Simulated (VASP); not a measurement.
Output of a VASP run:

OSZICAR:
```
       N       E                     dE             d eps       ncg     rms          rms(c)
DAV:   1     0.990058451476E+02    0.99006E+02   -0.71835E+03   443   0.126E+03
DAV:   2     0.247402598697E+01   -0.96532E+02   -0.90429E+02   495   0.300E+02
DAV:   3    -0.664802024583E+01   -0.91220E+01   -0.90670E+01   536   0.884E+01
DAV:   4    -0.684828420544E+01   -0.20026E+00   -0.20004E+00   488   0.142E+01
DAV:   5    -0.685266028127E+01   -0.43761E-02   -0.43758E-02   574   0.212E+00    0.196E+00
DAV:   6    -0.668588509049E+01    0.16678E+00   -0.35597E-01   506   0.474E+00    0.142E+00
DAV:   7    -0.668189652575E+01    0.39886E-02   -0.84371E-02   571   0.224E+00    0.957E-01
DAV:   8    -0.669050604264E+01   -0.86095E-02   -0.13860E-02   449   0.120E+00    0.234E-01
DAV:   9    -0.669045976606E+01    0.46277E-04   -0.24913E-04   542   0.151E-01    0.154E-01
DAV:  10    -0.669067650712E+01   -0.21674E-03   -0.60447E-04   449   0.174E-01    0.807E-02
DAV:  11    -0.669065956346E+01    0.16944E-04   -0.35852E-05   524   0.447E-02    0.229E-02
DAV:  12    -0.669066005744E+01   -0.49398E-06   -0.91742E-06   458   0.207E-02
   1 F= -.66906601E+01 E0= -.66906601E+01  d E =-.669066E+01
```

OUTCAR:
```
------------------------ aborting loop because EDIFF is reached ----------------------------------------
  FORCE on cell =-STRESS in cart. coord.  units (eV):
  Direction    XX          YY          ZZ          XY          YZ          ZX
  --------------------------------------------------------------------------------------
  Total       -0.0097500     -0.0097500     -0.0097500      0.0000000      0.0000000     -0.0000000
  in kB       -0.3401205     -0.3401205     -0.3401205      0.0000000      0.0000000     -0.0000000
  external PRESSURE =      -0.3401205 kB  Pullay stress =       0.0000000 kB
  volume of cell :       45.93
      direct lattice vectors                 reciprocal lattice vectors
     0.000000000  2.842391965  2.842391965    -0.175908181  0.175908181  0.175908181
     2.842391965  0.000000000  2.842391965     0.175908181 -0.175908181  0.175908181
     2.842391965  2.842391965  0.000000000     0.175908181  0.175908181 -0.175908181
  FREE ENERGIE OF THE ION-ELECTRON SYSTEM (eV)
  ---------------------------------------------------
  free  energy   TOTEN  =        -6.6906600574 eV

  energy  without entropy=       -6.6906600574  energy(sigma->0) =       -6.69066006

 reached required accuracy - stopping structural energy minimisation
```
(Selected blocks of OUTCAR.)

File POSCAR:
```
NaCl
1
    0.0000000000     2.8423919648     2.8423919648
    2.8423919648    -0.0000000000     2.8423919648
    2.8423919648     2.8423919648    -0.0000000000
Na Cl
1 1
Direct
  0.0000000000   0.0000000000   0.0000000000
  0.5000000000   0.5000000000   0.5000000000
```

**Question.** Reconstruct the remaining input files.

**Answer.** Several could match; the one computed here: the input of the run itself, AM05 GGA, plane waves, VASP's PBE PAW potentials (set 64).

File KPOINTS:
```
Automatic
0
gamma
 7 7 7
```

**INCAR**
```
# general
SYSTEM = NaCl
PREC   = Accurate
ENCUT  = 520
LREAL  = .FALSE.
LASPH  = .TRUE.

# electronic loop
EDIFF  = 1E-6   # SCF stop (eV)
NELM   = 100   # most electronic steps
ALGO   = Normal   # blocked Davidson

# smearing
ISMEAR = 0
SIGMA  = 0.05   # width (eV)

# functional
GGA    = AM   # AM05

# ions
IBRION = 2   # conjugate gradients
NSW    = 60
ISIF   = 3   # ions, shape and volume
EDIFFG = -0.01

# output
LWAVE  = .FALSE.
LCHARG = .FALSE.
```

POTCAR, in this order: Na_pv Cl (PBE.64 set). Program: vasp_std.

The compound is NaCl in the rock salt structure. It was relaxed first. The start is the result of an earlier pass.
